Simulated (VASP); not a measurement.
# Sr2C in VASP: one cell, several levels of theory

What does VASP give for antifluorite Sr2C, under +3.0 % strain along z alone, the cell held fixed? Runs: PBE, r2SCAN. The results are then set beside those of Ansatz 0.2.0 for the same cell. This is a trial cell built on a prototype, not taken from a measured structure, and it needn't be the compound's ground state.

Program: VASP 6.6.1. PAW datasets, plane waves. The calculation is spin-unpolarised, and the structure need not be a phase that has been made.

## (1) The system as given

The cell comes from an earlier relaxation with r2SCAN in another program, then strained, with the atoms relaxed again.

The symmetry is I4/mmm (No. 139, tetragonal); a = 4.752 Å, c = 6.925 Å in the conventional setting, 26.06 Å³ an atom. Near C stand 8 Sr at 2.94 Å; near Sr stand 4 C at 2.94 Å and 4 Sr at 3.36 Å.

Coordinates:

```cif
data_structure
_symmetry_space_group_name_H-M 'P 1'
_symmetry_Int_Tables_number 1
_cell_length_a 4.8247
_cell_length_b 4.8247
_cell_length_c 4.7520
_cell_angle_alpha 60.498
_cell_angle_beta 60.498
_cell_angle_gamma 59.005
_cell_volume 78.18
loop_
_atom_site_label
_atom_site_type_symbol
_atom_site_fract_x
_atom_site_fract_y
_atom_site_fract_z
_atom_site_occupancy
C1 C 0.00000 0.00000 0.00000 1
Sr1 Sr 0.25000 0.25000 0.25000 1
Sr2 Sr 0.75000 0.75000 0.75000 1
```

## (2) PBE

The input, INCAR:

```
ENCUT = 520.000000
SIGMA = 0.020000
EDIFF = 1.00e-07
GGA = PE
PREC = Accurate
IBRION = -1
ISIF = 2
ISMEAR = -1
NBANDS = 19
NELM = 120
NSW = 0
LASPH = .TRUE.
LCHARG = .FALSE.
LWAVE = .FALSE.
LREAL = .FALSE.
```

The input, KPOINTS:

```
KPOINTS created by Atomic Simulation Environment
0
Gamma
6 6 6
0 0 0
```

The input, KPOINTS_OPT:

```
special points
7
Reciprocal
0.0000000000 0.0000000000 0.0000000000 1
0.5000000000 0.0000000000 0.5000000000 1
0.6250000000 0.2500000000 0.6250000000 1
0.3750000000 0.3750000000 0.7500000000 1
0.5000000000 0.5000000000 0.5000000000 1
0.5000000000 0.2500000000 0.7500000000 1
0.5000000000 0.5000000000 0.0000000000 1
```

The input, POSCAR:

```
C  Sr
 1.0000000000000000
     0.0000000000000000    3.3601424573999998    3.4622907881999998
     3.3601424573999998    0.0000000000000000    3.4622907881999998
     3.3601424573999998    3.3601424573999998    0.0000000000000000
 C   Sr
   1   2
Cartesian
  0.0000000000000000  0.0000000000000000  0.0000000000000000
  1.6800712286999999  1.6800712286999999  1.7311453940999999
  5.0402136860999995  5.0402136860999995  5.1934361822999993
```

The run uses the recommended PBE PAW datasets (24 valence electrons a neutral cell).

On the command line:

```
> mpirun -np 1 vasp_std
```

Standard output, without the iteration lines:

```text
POSCAR found type information on POSCAR C Sr
 POSCAR found :  2 types and       3 ions
 LDA part: xc-table for (Slater+PW92), standard interpolation
 POSCAR, INCAR and KPOINTS ok, starting setup
 FFT: planning ... GRIDC
 FFT: planning ... GRID_SOFT
 FFT: planning ... GRID
 WAVECAR not read
 entering main loop
 Start KPOINTS_OPT (optional k-point list driver)
k-point batch [1-7\7]
```

OSZICAR:

```text
N       E                     dE             d eps       ncg     rms          rms(c)
DAV:   1     0.115437007938E+03    0.11544E+03   -0.12113E+04  1140   0.115E+03
DAV:   2    -0.453197699120E+01   -0.11997E+03   -0.11666E+03  1375   0.247E+02
DAV:   3    -0.137138692752E+02   -0.91819E+01   -0.91410E+01  1938   0.528E+01
DAV:   4    -0.138997922476E+02   -0.18592E+00   -0.18580E+00  1622   0.697E+00
DAV:   5    -0.139031465341E+02   -0.33543E-02   -0.33540E-02  1739   0.783E-01    0.184E+01
DAV:   6    -0.111429906579E+02    0.27602E+01   -0.36261E+01  1330   0.136E+01    0.229E+01
DAV:   7    -0.106747120864E+02    0.46828E+00   -0.40410E+00  1350   0.501E+00    0.135E+01
DAV:   8    -0.106157396475E+02    0.58972E-01   -0.40909E-01  1279   0.306E+00    0.741E-01
DAV:   9    -0.106115893651E+02    0.41503E-02   -0.69424E-02  1744   0.601E-01    0.458E-01
DAV:  10    -0.106116599224E+02   -0.70557E-04   -0.65874E-03  1442   0.218E-01    0.223E-01
DAV:  11    -0.106116609419E+02   -0.10195E-05   -0.18931E-03  1452   0.119E-01    0.333E-02
DAV:  12    -0.106116495476E+02    0.11394E-04   -0.93591E-05  1656   0.321E-02    0.177E-02
DAV:  13    -0.106116519868E+02   -0.24392E-05   -0.14726E-05  1570   0.158E-02    0.694E-03
DAV:  14    -0.106116517126E+02    0.27421E-06   -0.72020E-07  1367   0.433E-03    0.513E-03
DAV:  15    -0.106116515659E+02    0.14670E-06   -0.81722E-07  1309   0.225E-03    0.139E-03
DAV:  16    -0.106116515484E+02    0.17589E-07   -0.38400E-08   810   0.814E-04
   1 F= -.10611652E+02 E0= -.10610497E+02  d E =-.230918E-02
       N       E                     dE             ncg
DAV:   1     0.330261013111E+02   -0.54751E+04      266
DAV:   2    -0.801008885195E+03   -0.83403E+03      314
DAV:   3    -0.870273486806E+03   -0.69265E+02      497
DAV:   4    -0.871980901467E+03   -0.17074E+01      369
DAV:   5    -0.872029793949E+03   -0.48892E-01      430
DAV:   6    -0.872030377723E+03   -0.58377E-03      361
DAV:   7    -0.872030385518E+03   -0.77951E-05      433
DAV:   8    -0.872030385677E+03   -0.15823E-06      321
DAV:   9    -0.872030385680E+03   -0.37776E-08      321
```

The lines after F= are the extra pass for the points of KPOINTS_OPT, at fixed density; their E is not a total energy.

Parts of OUTCAR:

```text
k-points           NKPTS =     30   k-points in BZ     NKDIM =     30   number of bands    NBANDS=     19

   NELECT =      24.0000    total number of electrons

   dimension x,y,z NGX =    36 NGY =   36 NGZ =   36
   dimension x,y,z NGXF=    72 NGYF=   72 NGZF=   72

  energy-cutoff  :      520.00
  volume of cell :       78.18
      direct lattice vectors                 reciprocal lattice vectors
     0.000000000  3.360142457  3.462290788    -0.148803215  0.148803215  0.144413058
     3.360142457  0.000000000  3.462290788     0.148803215 -0.148803215  0.144413058
     3.360142457  3.360142457  0.000000000     0.148803215  0.148803215 -0.144413058

 k-points in reciprocal lattice and weights: KPOINTS created by Atomic Simulation Env
   0.00000000  0.00000000  0.00000000       0.005
   0.16666667 -0.00000000  0.00000000       0.037
   0.33333333 -0.00000000  0.00000000       0.037
   0.50000000 -0.00000000  0.00000000       0.019
   0.16666667  0.16666667  0.00000000       0.009
   0.33333333  0.16666667  0.00000000       0.037
   0.50000000  0.16666667  0.00000000       0.037
  -0.33333333  0.16666667  0.00000000       0.037
[... 22 more k-points ...]

 E-fermi :   2.8377

 k-point     1 :       0.0000    0.0000    0.0000
  band No.  band energies     occupation
      1     -32.5960      2.00000
      2     -32.3523      2.00000
      3     -14.8867      2.00000
      4     -14.8867      2.00000
      5     -14.7199      2.00000
      6     -14.2606      2.00000
      7     -14.2099      2.00000
      8     -14.2099      2.00000
      9      -5.3709      2.00000
     10       1.4315      2.00000
     11       1.5489      2.00000
     12       1.5489      2.00000
     13       2.6663      1.99962
     14       4.1423      0.00000
     15       4.1498      0.00000
     16       7.5884      0.00000
     17       7.9844      0.00000
     18       7.9844      0.00000
     19      10.1963      0.00000

 k-point     2 :       0.1667   -0.0000    0.0000
  band No.  band energies     occupation
      1     -32.5792      2.00000
      2     -32.3682      2.00000
      3     -14.8576      2.00000
      4     -14.8479      2.00000
      5     -14.6987      2.00000
      6     -14.3081      2.00000
      7     -14.2749      2.00000
      8     -14.2625      2.00000
      9      -5.2408      2.00000
     10       1.0847      2.00000
     11       1.6391      2.00000
     12       1.7160      2.00000
     13       3.7417      0.00000
     14       4.3580      0.00000
     15       4.3811      0.00000
     16       6.8906      0.00000
     17       7.6975      0.00000
     18       7.8481      0.00000
     19       9.9602      0.00000

 k-point     3 :       0.3333   -0.0000    0.0000
  band No.  band energies     occupation
      1     -32.5337      2.00000
      2     -32.4119      2.00000
      3     -14.7721      2.00000
      4     -14.7376      2.00000
      5     -14.6335      2.00000
      6     -14.4581      2.00000
      7     -14.4003      2.00000
      8     -14.3963      2.00000
      9      -4.9971      2.00000
     10       1.0298      2.00000
     11       2.0186      2.00000
     12       2.1013      2.00000
     13       4.8933      0.00000
     14       4.9505      0.00000
     15       5.0177      0.00000
     16       6.2461      0.00000
     17       7.3743      0.00000
     18       7.3812      0.00000
     19       8.3382      0.00000

 k-point     4 :       0.5000   -0.0000    0.0000
  band No.  band energies     occupation
      1     -32.4723      2.00000
      2     -32.4723      2.00000
      3     -14.6490      2.00000
      4     -14.6195      2.00000
      5     -14.5799      2.00000
      6     -14.5716      2.00000
      7     -14.5274      2.00000
      8     -14.5229      2.00000
      9      -4.8843      2.00000
     10       1.1989      2.00000
     11       2.2406      2.00000
     12       2.3303      2.00000
     13       4.8122      0.00000
     14       5.3965      0.00000
     15       5.5790      0.00000
     16       6.2422      0.00000
     17       7.1562      0.00000
     18       7.2132      0.00000
     19       7.3172      0.00000

 k-point     5 :       0.1667    0.1667    0.0000
  band No.  band energies     occupation
      1     -32.5792      2.00000
      2     -32.3677      2.00000
      3     -14.9162      2.00000
      4     -14.9162      2.00000
      5     -14.5658      2.00000
      6     -14.4731      2.00000
      7     -14.1921      2.00000
      8     -14.1921      2.00000
      9      -5.2053      2.00000
     10       0.8386      2.00000
     11       1.8589      2.00000
     12       1.8589      2.00000
     13       3.9430      0.00000
     14       4.2345      0.00000
     15       4.3229      0.00000
     16       7.2470      0.00000
     17       7.4988      0.00000
     18       7.4988      0.00000
     19       8.4518      0.00000

 k-point     6 :       0.3333    0.1667    0.0000
  band No.  band energies     occupation
      1     -32.5503      2.00000
      2     -32.3949      2.00000
      3     -14.9093      2.00000
      4     -14.8975      2.00000
      5     -14.6566      2.00000
      6     -14.4231      2.00000
      7     -14.2426      2.00000
      8     -14.2301      2.00000
      9      -5.0117      2.00000
     10       0.8072      2.00000
     11       2.0947      2.00000
     12       2.2186      2.00000
     13       4.1057      0.00000
     14       4.7208      0.00000
     15       5.1867      0.00000
     16       6.7561      0.00000
     17       7.0771      0.00000
     18       7.0928      0.00000
     19       8.0866      0.00000

 k-point     7 :       0.5000    0.1667    0.0000
  band No.  band energies     occupation
      1     -32.5008      2.00000
      2     -32.4431      2.00000
      3     -14.8347      2.00000
      4     -14.7906      2.00000
      5     -14.7841      2.00000
      6     -14.3912      2.00000
      7     -14.3583      2.00000
      8     -14.2962      2.00000
      9      -4.8652      2.00000
     10       1.2439      2.00000
     11       2.1116      2.00000
     12       2.4572      2.00000
     13       3.8674      0.00000
     14       5.5181      0.00000
     15       5.9158      0.00000
     16       6.1593      0.00000
     17       6.5649      0.00000
     18       7.5738      0.00000
     19       8.2839      0.00000

 k-point     8 :      -0.3333    0.1667    0.0000
  band No.  band energies     occupation
      1     -32.5000      2.00000
      2     -32.4444      2.00000
      3     -14.8367      2.00000
      4     -14.6728      2.00000
      5     -14.6168      2.00000
      6     -14.5733      2.00000
      7     -14.5341      2.00000
      8     -14.2155      2.00000
      9      -4.8975      2.00000
     10       1.2305      2.00000
     11       2.0904      2.00000
     12       2.2723      2.00000
     13       4.0766      0.00000
     14       5.5405      0.00000
     15       5.6577      0.00000
     16       6.6740      0.00000
     17       6.9963      0.00000
     18       7.1864      0.00000
     19       7.8377      0.00000

 k-point     9 :      -0.1667    0.1667    0.0000
  band No.  band energies     occupation
      1     -32.5500      2.00000
      2     -32.3961      2.00000
      3     -14.7976      2.00000
      4     -14.7386      2.00000
      5     -14.7106      2.00000
      6     -14.4673      2.00000
      7     -14.4211      2.00000
      8     -14.2121      2.00000
      9      -5.0798      2.00000
     10       0.9556      2.00000
     11       1.8981      2.00000
     12       1.9512      2.00000
     13       4.3674      0.00000
     14       4.8342      0.00000
     15       4.9334      0.00000
     16       6.4750      0.00000
     17       7.1413      0.00000
     18       8.2867      0.00000
     19       8.4203      0.00000

 k-point    10 :       0.3333    0.3333    0.0000
  band No.  band energies     occupation
      1     -32.5454      2.00000
      2     -32.3982      2.00000
      3     -14.9742      2.00000
      4     -14.9742      2.00000
      5     -14.8685      2.00000
      6     -14.2430      2.00000
      7     -14.1562      2.00000
      8     -14.1562      2.00000
      9      -4.9226      2.00000
     10       0.6071      2.00000
     11       2.5283      2.00000
     12       2.5283      2.00000
     13       3.4385      0.00000
     14       4.7200      0.00000
     15       5.9405      0.00000
     16       6.0626      0.00000
     17       7.0836      0.00000
     18       7.0836      0.00000
     19       8.1433      0.00000

[... the tables of k-points 11 to 30 left out ...]

  Total        0.2469191      0.2469191     -1.0649869      0.0000000      0.0000000      0.0000000
  in kB        5.0600685      5.0600685    -21.8245827      0.0000000      0.0000000      0.0000000
  external PRESSURE =      -3.9014819 kB  Pullay stress =       0.0000000 kB

 POSITION                                       TOTAL-FORCE (eV/Angst)
 -----------------------------------------------------------------------------------
      0.00000      0.00000      0.00000        -0.000000      0.000000      0.000000
      1.68007      1.68007      1.73115        -0.000000     -0.000000     -0.000000
      5.04021      5.04021      5.19344         0.000000      0.000000      0.000000
 -----------------------------------------------------------------------------------
    total drift:                                0.000000      0.000000      0.000000

  FREE ENERGIE OF THE ION-ELECTRON SYSTEM (eV)
  ---------------------------------------------------
  free  energy   TOTEN  =       -10.6116515484 eV

  energy  without entropy=      -10.6093423718  energy(sigma->0) =      -10.61049696
```

Hardware: 1 MPI rank of Intel Xeon Platinum 8488C, shared host.

The levels at the points of KPOINTS_OPT are read from vasprun.xml.

Near the gap, in eV above the top of the last filled band v; c is the band after it:

```
point    v−1      v      c   c+1
    Γ  -1.33  -1.33  -0.21  1.26
    X  -0.10  -0.05  -0.04  1.90
    U  -0.65  -0.25   0.13  2.33
    K  -0.64  -0.16   0.09  2.59
    L  -0.64  -0.55   1.93  2.52
    W  -1.08  -0.06   0.02  2.48
```

At the PBE level the bands overlap by 0.21 eV: a metal or semimetal. Pressure: -0.39 GPa; the forces vanish within 0.01 eV/Å.

(Part 1 of 2 ends here.)
